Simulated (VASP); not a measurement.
Given:

```
CELL_PARAMETERS angstrom
      9.17585    -4.80660     0.00041
      9.17585     4.80660     0.00041
      6.65764     0.00000     7.93570
ATOMIC_POSITIONS crystal
  Si 0.42750 0.42769 0.42343
  Al 0.17600 0.17600 0.17600
  Al 0.07400 0.07400 0.07400
  Al 0.32160 0.33055 0.32053
  Al 0.42600 0.42600 0.92600
  Al 0.17600 0.17600 0.67600
  Al 0.07400 0.07400 0.57400
  Al 0.32400 0.32400 0.82400
  Al 0.42600 0.92600 0.42600
  Al 0.17600 0.67600 0.17600
  Al 0.07400 0.57400 0.07400
  Al 0.32400 0.82400 0.32400
  Al 0.42600 0.92600 0.92600
  Al 0.17600 0.67600 0.67600
  Al 0.07922 0.57112 0.57657
  Al 0.32400 0.82400 0.82400
  Al 0.92600 0.42600 0.42600
  Al 0.67600 0.17600 0.17600
  Al 0.57400 0.07400 0.07400
  Al 0.82400 0.32400 0.32400
  Al 0.92600 0.42600 0.92600
  Al 0.67600 0.17600 0.67600
  Al 0.57150 0.07890 0.56904
  Al 0.82400 0.32400 0.82400
  Al 0.92600 0.92600 0.42600
  Al 0.67600 0.67600 0.17600
  Al 0.57774 0.56742 0.07779
  Al 0.82400 0.82400 0.32400
  Al 0.92600 0.92600 0.92600
  Al 0.67600 0.67600 0.67600
  Al 0.57400 0.57400 0.57400
  Al 0.82400 0.82400 0.82400
  O  0.22200 0.02800 0.37500
  O  0.02800 0.37500 0.22200
  O  0.27800 0.47200 0.12500
  O  0.12500 0.27800 0.47200
  O  0.47200 0.12500 0.27800
  O  0.37500 0.22200 0.02800
  O  0.22200 0.02800 0.87500
  O  0.02800 0.37500 0.72200
  O  0.27827 0.47585 0.62657
  O  0.12500 0.27800 0.97200
  O  0.47200 0.12500 0.77800
  O  0.37327 0.22831 0.52857
  O  0.22554 0.52267 0.37548
  O  0.02800 0.87500 0.22200
  O  0.27800 0.97200 0.12500
  O  0.12500 0.77800 0.47200
  O  0.46725 0.63020 0.27601
  O  0.37500 0.72200 0.02800
  O  0.22200 0.52800 0.87500
  O  0.02800 0.87500 0.72200
  O  0.27800 0.97200 0.62500
  O  0.12500 0.77800 0.97200
  O  0.47200 0.62500 0.77800
  O  0.37500 0.72200 0.52800
  O  0.72200 0.02800 0.37500
  O  0.53254 0.37637 0.21884
  O  0.77800 0.47200 0.12500
  O  0.62413 0.28222 0.46784
  O  0.97200 0.12500 0.27800
  O  0.87500 0.22200 0.02800
  O  0.72200 0.02800 0.87500
  O  0.52800 0.37500 0.72200
  O  0.77800 0.47200 0.62500
  O  0.62500 0.27800 0.97200
  O  0.97200 0.12500 0.77800
  O  0.87500 0.22200 0.52800
  O  0.72200 0.52800 0.37500
  O  0.52800 0.87500 0.22200
  O  0.77800 0.97200 0.12500
  O  0.62500 0.77800 0.47200
  O  0.97200 0.62500 0.27800
  O  0.87500 0.72200 0.02800
  O  0.72200 0.52800 0.87500
  O  0.52800 0.87500 0.72200
  O  0.77800 0.97200 0.62500
  O  0.62500 0.77800 0.97200
  O  0.97200 0.62500 0.77800
  O  0.87500 0.72200 0.52800
```
Cell charge +1.

All values below come from PBE GGA, VASP's PBE PAW potentials (set 64) (plane waves; VASP). Numerical set-up: PREC = Normal, LREAL = Auto, ISYM = 0, NELECT = 384.0, EDIFF = 1E-5, 400 eV cut-off, 1×1×1 Γ-centred mesh, Gaussian smearing of 0.050 eV, potentials Si Al O.

At this cut-off the stress carries a Pulay error, which pulls relaxed volumes low. The cell is charged, with a uniform compensating background. The supercell is sampled at Γ alone, which is coarse: total energies, pressure and levels can be off, energies of defects by several tenths of an eV.

Q: The ions are relaxed. Predict the relaxed structure.

A: 
```
CELL_PARAMETERS angstrom
      9.17585    -4.80660     0.00041
      9.17585     4.80660     0.00041
      6.65764     0.00000     7.93570
ATOMIC_POSITIONS crystal
  Si 0.42422 0.42440 0.42394
  Al 0.17616 0.17638 0.17601
  Al 0.07399 0.07411 0.07379
  Al 0.32193 0.32202 0.32178
  Al 0.42741 0.42596 0.92523
  Al 0.17432 0.17710 0.67699
  Al 0.07265 0.07555 0.57328
  Al 0.32551 0.32321 0.82339
  Al 0.42581 0.92556 0.42717
  Al 0.17697 0.67733 0.17412
  Al 0.07535 0.57362 0.07246
  Al 0.32299 0.82384 0.32533
  Al 0.42531 0.92659 0.92674
  Al 0.17517 0.68036 0.67559
  Al 0.07168 0.57565 0.57477
  Al 0.32437 0.82456 0.82300
  Al 0.92538 0.42753 0.42558
  Al 0.67716 0.17452 0.17670
  Al 0.57347 0.07278 0.07517
  Al 0.82354 0.32574 0.32274
  Al 0.92703 0.42544 0.92613
  Al 0.67576 0.17532 0.68001
  Al 0.57501 0.07188 0.57518
  Al 0.82326 0.32447 0.82426
  Al 0.92634 0.92723 0.42510
  Al 0.68013 0.67589 0.17496
  Al 0.57548 0.57521 0.07137
  Al 0.82445 0.82337 0.32412
  Al 0.92652 0.92665 0.92633
  Al 0.67599 0.67609 0.67568
  Al 0.57410 0.57418 0.57383
  Al 0.82409 0.82421 0.82380
  O  0.22151 0.02877 0.37529
  O  0.02854 0.37569 0.22126
  O  0.27914 0.47201 0.12428
  O  0.12433 0.27933 0.47176
  O  0.47194 0.12450 0.27893
  O  0.37550 0.22168 0.02833
  O  0.22218 0.02911 0.87436
  O  0.02897 0.37583 0.72110
  O  0.28828 0.46659 0.61413
  O  0.12637 0.27841 0.97035
  O  0.47298 0.12499 0.77748
  O  0.37645 0.22832 0.52488
  O  0.22826 0.52545 0.37620
  O  0.02893 0.87474 0.22196
  O  0.27824 0.97066 0.12616
  O  0.12476 0.77802 0.47278
  O  0.46651 0.61454 0.28809
  O  0.37569 0.72146 0.02871
  O  0.22281 0.52788 0.87193
  O  0.02734 0.87696 0.72135
  O  0.27898 0.97448 0.62402
  O  0.12598 0.77819 0.97077
  O  0.47161 0.62535 0.77798
  O  0.37454 0.72168 0.52881
  O  0.72132 0.02917 0.37540
  O  0.52520 0.37668 0.22794
  O  0.77772 0.47317 0.12448
  O  0.61438 0.28841 0.46618
  O  0.97049 0.12657 0.27801
  O  0.87460 0.22232 0.02871
  O  0.72145 0.02751 0.87662
  O  0.52897 0.37473 0.72130
  O  0.77821 0.47172 0.62500
  O  0.62425 0.27912 0.97415
  O  0.97099 0.12607 0.77791
  O  0.87215 0.22296 0.52745
  O  0.72151 0.52912 0.37433
  O  0.52763 0.87233 0.22260
  O  0.77810 0.97109 0.12574
  O  0.62527 0.77831 0.47133
  O  0.97440 0.62436 0.27874
  O  0.87678 0.72162 0.02715
  O  0.72223 0.52864 0.87468
  O  0.52849 0.87511 0.72194
  O  0.77702 0.97521 0.62376
  O  0.62400 0.77717 0.97473
  O  0.97509 0.62412 0.77678
  O  0.87495 0.72240 0.52826
```
Cell charge +1.

Q: How much energy does the relaxation gain?

A: The energy (σ→0) changes by -14.4 meV/atom, in 14 ionic steps.

| step | E(σ→0) (eV) | max force (eV/Å) | pressure (GPa) | volume (Å³) |
|---|---|---|---|---|
| 1 | -606.6198 | 3.098 | -9.88 | 699.98 |
| 2 | -606.9251 | 2.280 | -9.43 | 699.98 |
| 3 | -607.5768 | 0.981 | -9.96 | 699.98 |
| 4 | -607.7206 | 0.336 | -9.96 | 699.98 |
| 5 | -607.7212 | 0.322 | -9.96 | 699.98 |
| 6 | -607.7537 | 0.183 | -9.96 | 699.98 |
| 7 | -607.7540 | 0.189 | -9.96 | 699.98 |
| 8 | -607.7636 | 0.095 | -9.95 | 699.98 |
| 9 | -607.7637 | 0.102 | -9.95 | 699.98 |
| 10 | -607.7675 | 0.045 | -9.95 | 699.98 |
| 11 | -607.7679 | 0.055 | -9.95 | 699.98 |
| 12 | -607.7693 | 0.037 | -9.95 | 699.98 |
| 13 | -607.7693 | 0.038 | -9.95 | 699.98 |
| 14 | -607.7700 | 0.020 | -9.95 | 699.98 |

The cell is a supercell with a defect, built from Al2O3 (corundum): Si_Al, charge +1. The run is not spin-polarised, so no state with unpaired spins was tried.
